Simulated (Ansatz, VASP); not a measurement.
**MnCuO2 (Crednerite) in two plane-wave programs**

Wanted: the spread between two codes on one cell, functional and k mesh. The cell is a member of a volume series, scaled by 0.96 from a relaxed one, so a pressure remains.

Program: Ansatz 0.2.0. Level of theory: plane waves, with VASP 6.6.1 beside it; single point at PBEsol, DFT+U. Results are calculated unless marked as measured.

## Step 1: Starting point

Symmetry: C2/m, No. 12, monoclinic system. Conventional cell: a = 5.510 Å, b = 2.877 Å, c = 5.744 Å, α = 90.00°, β = 103.74°, γ = 90.00°. Nearest to Mn lie 6 O at 1.92 to 2.21 Å. Nearest to Cu lie 2 O at 1.78 Å. Nearest to O lie 1 Cu at 1.78 Å and 3 Mn at 1.92 to 2.21 Å. Farther neighbours and most contacts between anions are not listed.

## Step 2: VASP: single point, PBEsol, DFT+U

With cell and atoms fixed, the geometry can't cause a difference; cores, projectors, grids and the points listed under the comparison can.

Lines of VASP's logs that name or quote its potential files are left out, and so is its time.

File INCAR:

```
SYSTEM = MnCuO2
PREC = Accurate
ENCUT = 520
EDIFF = 1E-06
NELM = 100
ISMEAR = 0
SIGMA = 0.05
LREAL = .FALSE.
ALGO = Normal
GGA = PS
NBANDS = 26
ISPIN = 2
MAGMOM = 3.909 -0.005 -0.017 -0.017
LDAU = .TRUE.
LDAUTYPE = 2
LDAUL = 2 2 -1
LDAUU = 4 5 0
LDAUJ = 0 0 0
LDAUPRINT = 1
LASPH = .TRUE.
LMAXMIX = 4
LORBIT = 11
LWAVE = .FALSE.
LCHARG = .FALSE.
KPAR = 4
ISIF = 2
```

File POSCAR:

```
MnCuO2
1.0
    2.7549138794     -1.4386190713      0.0295719686
    2.7549138794      1.4386190713      0.0295719686
   -1.4244704657      0.0000000000      5.5646074236
Mn Cu O
1 1 2
Direct
    0.0000000000      0.0000000000      0.0000000000
    0.5000000000      0.5000000000      0.5000000000
    0.4021530575      0.4021530575      0.1806834249
    0.5978469425      0.5978469425      0.8193165751
```

File KPOINTS:

```
Automatic mesh
0
Gamma
9 9 4
0 0 0
```

PAW data sets: Mn_pv, Cu and O (PBE family, release 64).

Launch:

```bash
mpirun -np 4 vasp_std
```

Numbers of over 12 decimals in the logs are rounded to 6 here.

Log:

```text
[banner, memory and clock lines left out]
running    4 mpi-ranks, on    1 nodes
 distrk:  each k-point on    1 cores,    4 groups
 distr:  one band on    1 cores,    1 groups

 POSCAR found type information on POSCAR MnCuO
 POSCAR found :  3 types and       4 ions
|                                                                             |
|               ----> ADVICE to this user running VASP <----                  |
|                                                                             |
|     You enforced a specific xc type in the INCAR file but a different       |
|     [... a line on the potential file left out ...]
|     I HOPE YOU KNOW WHAT YOU ARE DOING!                                     |
|                                                                             |

 LDA part: xc-table for (Slater+PW92), standard interpolation
 POSCAR, INCAR and KPOINTS ok, starting setup
 FFT: planning ... GRIDC
 FFT: planning ... GRID_SOFT
 FFT: planning ... GRID
 WAVECAR not read
 entering main loop
       N       E                     dE             d eps       ncg     rms          rms(c)
DAV:   1     0.365654328290E+03    0.36565E+03   -0.18977E+04 10504   0.190E+03
DAV:   2     0.833599530672E+01   -0.35732E+03   -0.33470E+03 10252   0.444E+02
DAV:   3    -0.285497693958E+02   -0.36886E+02   -0.35856E+02 11588   0.155E+02
DAV:   4    -0.296619278909E+02   -0.11122E+01   -0.11082E+01 11750   0.276E+01
DAV:   5    -0.296922186597E+02   -0.30291E-01   -0.30273E-01 12084   0.490E+00    0.243E+01
DAV:   6    -0.256885302969E+02    0.40037E+01   -0.30063E+01 14582   0.824E+01    0.205E+01
DAV:   7    -0.257021619197E+02   -0.13632E-01   -0.40035E+00 11992   0.392E+01    0.123E+01
DAV:   8    -0.257497046479E+02   -0.47543E-01   -0.65267E-01 11590   0.600E+00    0.716E+00
DAV:   9    -0.257197516688E+02    0.29953E-01   -0.83828E-02 15252   0.715E+00    0.137E+00
DAV:  10    -0.257217072071E+02   -0.19555E-02   -0.25339E-02 12278   0.261E+00    0.247E-01
DAV:  11    -0.257220514447E+02   -0.34424E-03   -0.15752E-03 14208   0.628E-01    0.124E-01
DAV:  12    -0.257221106543E+02   -0.59210E-04   -0.23828E-04 12812   0.167E-01    0.551E-02
DAV:  13    -0.257221287107E+02   -0.18056E-04   -0.50208E-05 14060   0.923E-02    0.227E-02
DAV:  14    -0.257221287133E+02   -0.26121E-08   -0.11379E-05 12232   0.560E-02    0.832E-03
DAV:  15    -0.257221288084E+02   -0.95056E-07   -0.11358E-06  7092   0.230E-02
   1 F= -.25722129E+02 E0= -.25722129E+02  d E =-.284419E-12  mag=     4.0000
```

From OUTCAR (step 2):

```text
ion  position               nearest neighbor table
   1  0.000  0.000  0.000-   4 1.92   4 1.92   3 1.92   3 1.92   3 2.21   4 2.21
   2  0.500  0.500  0.500-   3 1.78   4 1.78
   3  0.402  0.402  0.181-   2 1.78   1 1.92   1 1.92   1 2.21
   4  0.598  0.598  0.819-   2 1.78   1 1.92   1 1.92   1 2.21

  LATTYP: Found a base centered monoclinic cell.
 ALAT       =     5.5101451829
 B/A-ratio  =     0.5221710222
 C/A-ratio  =     1.0424476583
 COS(beta)  =    -0.2375784951

 Subroutine GETGRP returns: Found  4 space group operations
 (whereof  4 operations were pure point group operations)

The static configuration has the point symmetry C_2h.

 Found     95 irreducible k-points:

   k-points           NKPTS =     95   k-points in BZ     NKDIM =     95   number of bands    NBANDS=     26

   dimension x,y,z NGX =    24 NGY =   24 NGZ =   48
   dimension x,y,z NGXF=    48 NGYF=   48 NGZF=   96

   ENCUT  =  520.0 eV  38.22 Ry    6.18 a.u.   5.78  5.78 10.68*2*pi/ulx,y,z

   NELECT =      36.0000    total number of electrons

 k-points in reciprocal lattice and weights: Automatic mesh
   0.00000000  0.00000000  0.00000000       0.003
   0.11111111  0.00000000  0.00000000       0.012
   0.22222222 -0.00000000 -0.00000000       0.012
   0.33333333 -0.00000000  0.00000000       0.012
   0.44444444 -0.00000000 -0.00000000       0.012
   0.11111111  0.11111111  0.00000000       0.006
   0.22222222  0.11111111 -0.00000000       0.012
   0.33333333  0.11111111  0.00000000       0.012
   0.44444444  0.11111111  0.00000000       0.012
[...]
0.0000  0.0000 -0.0020  0.0007  0.9515

spin component  2

  0.9524  0.0008  0.0000  0.0000  0.0000
  0.0008  0.9694  0.0000  0.0000  0.0000
  0.0000  0.0000  0.8703 -0.0077 -0.0010
  0.0000  0.0000 -0.0077  0.9696  0.0008
  0.0000  0.0000 -0.0010  0.0008  0.9521

 occupancies and eigenvectors

  o =  0.8697  v =  0.0000  0.0000  0.0000  0.0000  0.0000  0.0000  0.0000  0.9970  0.0768  0.0118      0.0000  0.0000  0.0000  0.0000  0.0000  0.0000  0.0000  0.0000  0.0000  0.0000
  o =  0.8722  v =  0.0000  0.0000  0.9983  0.0526  0.0249  0.0000  0.0000  0.0000  0.0000  0.0000      0.0000  0.0000  0.0000  0.0000  0.0000  0.0000  0.0000  0.0000  0.0000  0.0000
  o =  0.9511  v = -0.9255 -0.3788  0.0000  0.0000  0.0000  0.0000  0.0000  0.0000  0.0000  0.0000      0.0000  0.0000  0.0000  0.0000  0.0000  0.0000  0.0000  0.0000  0.0000  0.0000
  o =  0.9515  v =  0.0000  0.0000  0.0218  0.0579 -0.9981  0.0000  0.0000  0.0000  0.0000  0.0000      0.0000  0.0000  0.0000  0.0000  0.0000  0.0000  0.0000  0.0000  0.0000  0.0000
  o =  0.9521  v =  0.0000  0.0000  0.0000  0.0000  0.0000  0.0000  0.0000  0.0080  0.0491 -0.9988      0.0000  0.0000  0.0000  0.0000  0.0000  0.0000  0.0000  0.0000  0.0000  0.0000
  o =  0.9523  v =  0.0000  0.0000  0.0000  0.0000  0.0000 -0.9990  0.0443  0.0000  0.0000  0.0000      0.0000  0.0000  0.0000  0.0000  0.0000  0.0000  0.0000  0.0000  0.0000  0.0000
  o =  0.9566  v = -0.3788  0.9255  0.0000  0.0000  0.0000  0.0000  0.0000  0.0000  0.0000  0.0000      0.0000  0.0000  0.0000  0.0000  0.0000  0.0000  0.0000  0.0000  0.0000  0.0000
  o =  0.9662  v =  0.0000  0.0000 -0.0539  0.9969  0.0567  0.0000  0.0000  0.0000  0.0000  0.0000      0.0000  0.0000  0.0000  0.0000  0.0000  0.0000  0.0000  0.0000  0.0000  0.0000
  o =  0.9694  v =  0.0000  0.0000  0.0000  0.0000  0.0000  0.0443  0.9990  0.0000  0.0000  0.0000      0.0000  0.0000  0.0000  0.0000  0.0000  0.0000  0.0000  0.0000  0.0000  0.0000
  o =  0.9702  v =  0.0000  0.0000  0.0000  0.0000  0.0000  0.0000  0.0000 -0.0773  0.9958  0.0483      0.0000  0.0000  0.0000  0.0000  0.0000  0.0000  0.0000  0.0000  0.0000  0.0000

 average (electrostatic) potential at core
       1 -69.9212       2 -63.7523       3 -70.3526       4 -70.3526

 E-fermi :   5.6406

 spin component 1
 k-point     1 :       0.0000    0.0000    0.0000
  band No.  band energies     occupation
    ...
     16       2.4454      1.00000
     17       2.5482      1.00000
     18       2.6128      1.00000
     19       2.6724      1.00000
     20       5.4234      1.00000
     21       7.2267      0.00000
     22       7.6446      0.00000
     23      11.5550      0.00000
     24      13.5644      0.00000
     25      18.3640      0.00000
    ...

 k-point     2 :       0.1111    0.0000    0.0000
  band No.  band energies     occupation
    ...
     16       2.4013      1.00000
     17       2.4688      1.00000
     18       2.6239      1.00000
     19       2.9903      1.00000
     20       5.2384      1.00000
     21       6.9096      0.00000
     22       7.9149      0.00000
     23      12.0783      0.00000
     24      13.7646      0.00000
     25      18.5993      0.00000
    ...

 k-point     3 :       0.2222   -0.0000   -0.0000
  band No.  band energies     occupation
    ...
     16       2.4882      1.00000
     17       2.7582      1.00000
     18       3.0156      1.00000
     19       3.3688      1.00000
     20       4.8111      1.00000
     21       6.4346      0.00000
     22       8.3801      0.00000
     23      13.1748      0.00000
     24      14.1572      0.00000
     25      17.1285      0.00000
    ...

 k-point     4 :       0.3333   -0.0000    0.0000
  band No.  band energies     occupation
    ...
     16       2.6912      1.00000
     17       3.0906      1.00000
     18       3.4579      1.00000
     19       3.7776      1.00000
     20       4.5170      1.00000
     21       6.2980      0.00000
     22       8.6695      0.00000
     23      13.2372      0.00000
     24      14.2788      0.00000
     25      16.2497      0.00000
    ...

 k-point     5 :       0.4444   -0.0000   -0.0000
  band No.  band energies     occupation
    ...
     16       2.8352      1.00000
     17       3.1423      1.00000
     18       3.3375      1.00000
     19       4.4883      1.00000
     20       4.5397      1.00000
     21       6.3771      0.00000
     22       8.8120      0.00000
     23      11.6815      0.00000
     24      15.0431      0.00000
     25      16.4541      0.00000
    ...

 k-point     6 :       0.1111    0.1111    0.0000
  band No.  band energies     occupation
    ...
     16       2.4804      1.00000
     17       2.5450      1.00000
     18       2.6132      1.00000
     19       2.8938      1.00000
     20       5.0563      1.00000
     21       7.2069      0.00000
     22       7.8886      0.00000
     23      12.0188      0.00000
     24      13.7244      0.00000
     25      18.2033      0.00000
    ...

  Total        1.2498547      1.8154382      2.6299167      0.0000000      0.0000000     -0.2416268
  in kB       45.2751610     65.7630505     95.2669980      0.0000000      0.0000000     -8.7527705
  external PRESSURE =      68.7684032 kB  Pullay stress =       0.0000000 kB

  energy-cutoff  :      520.00
  volume of cell :       44.23
      direct lattice vectors                 reciprocal lattice vectors
     2.754913879 -1.438619071  0.029571969     0.180996528 -0.347555520  0.046332866
     2.754913879  1.438619071  0.029571969     0.180996528  0.347555520  0.046332866
    -1.424470466  0.000000000  5.564607424    -0.001923738  0.000000000  0.179214743

 POSITION                                       TOTAL-FORCE (eV/Angst)
 -----------------------------------------------------------------------------------
      0.00000      0.00000      0.00000        -0.000000      0.000000      0.000000
      2.04268      0.00000      2.81188        -0.000000      0.000000      0.000000
      1.95842      0.00000      1.02922        -0.159444      0.000000      0.045589
      2.12694      0.00000      4.59453         0.159444      0.000000     -0.045589
 -----------------------------------------------------------------------------------
    total drift:                                0.000000     -0.000000      0.000000

  FREE ENERGIE OF THE ION-ELECTRON SYSTEM (eV)
  ---------------------------------------------------
  free  energy   TOTEN  =       -25.7221288084 eV

  energy  without entropy=      -25.7221288084  energy(sigma->0) =      -25.72212881

 total charge
# of ion       s       p       d       tot
------------------------------------------
    1        0.308   6.358   4.880  11.546
    2        0.446   0.359   9.387  10.191
    3        1.553   3.492   0.000   5.046
    4        1.553   3.492   0.000   5.046
--------------------------------------------------
tot          3.860  13.702  14.267  31.829

 magnetization (x)
# of ion       s       p       d       tot
------------------------------------------
    1        0.035   0.033   3.801   3.869
    2        0.013   0.008  -0.016   0.005
    3        0.006  -0.007   0.000  -0.001
    4        0.006  -0.007   0.000  -0.001
--------------------------------------------------
tot          0.060   0.027   3.784   3.872

[... 6 further parts left out ...]
```

The cell holds one magnetic atom, so no antiferromagnetic order fits into it. The PAW data sets were made with PBE, which is usual practice but a small mismatch for other functionals. The scan keeps the cell's shape and the fractional positions fixed.

[end of part 1 of 3]

[Lines on the potential files, build, host, timing and source positions are cut from VASP's logs without a mark.]

[Logs are printed without paths, hosts, clocks, repeated set-up lines and the standing remarks that a program may print on its own settings, such as how far it seeks lower states.]

[Hosts, paths, dates, database ids (printed as entryN), source tags and the programs' standing remarks are cut or masked in the printed files.]
